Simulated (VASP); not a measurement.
Given:

```
ScB
1.0
    3.18348     0.00000     0.00000
   -1.59174     2.75698     0.00000
    0.00000     0.00000     6.80773
Sc B
2 2
Direct
  0.00000   0.00000   0.00000
  0.00000   0.00000   0.50000
  0.33333   0.66667   0.25000
  0.66667   0.33333   0.75000
```

The numbers are results of PBEsol GGA, VASP's PBE PAW potentials (set 64) (plane waves; VASP), not measurements. Numerical set-up: 520 eV cut-off, Gaussian smearing of 0.050 eV, potentials Sc_sv B.

Give the energies of bands 9 to 17 at the high-symmetry points, in eV from the Fermi level.

```json
[
 {"band": "9", "Γ": "-8.40", "M": "-5.51", "K": "-4.62", "A": "-7.62", "L": "-5.07", "H": "-4.60"},
 {"band": "10", "Γ": "-6.29", "M": "-4.54", "K": "-4.62", "A": "-7.62", "L": "-5.07", "H": "-4.60"},
 {"band": "11", "Γ": "-3.89", "M": "-3.57", "K": "-2.15", "A": "-1.91", "L": "-2.90", "H": "-2.09"},
 {"band": "12", "Γ": "0.04", "M": "-1.76", "K": "-2.10", "A": "-1.91", "L": "-2.90", "H": "-2.09"},
 {"band": "13", "Γ": "0.84", "M": "-1.53", "K": "-2.10", "A": "1.43", "L": "-0.70", "H": "-1.21"},
 {"band": "14", "Γ": "0.84", "M": "0.07", "K": "-0.83", "A": "1.43", "L": "-0.70", "H": "-1.21"},
 {"band": "15", "Γ": "1.52", "M": "0.28", "K": "-0.83", "A": "1.43", "L": "1.01", "H": "-0.84"},
 {"band": "16", "Γ": "2.39", "M": "0.42", "K": "0.07", "A": "1.43", "L": "1.01", "H": "-0.84"},
 {"band": "17", "Γ": "2.39", "M": "1.18", "K": "2.27", "A": "2.78", "L": "1.14", "H": "1.94"}
]
```

It has no gap at this level: it comes out as a metal or semimetal.

The structure was generated: ScB was put into the NiAs type type (P6_3/mmc), which need not be its known phase. It was relaxed first, which changed the volume by -25 %.
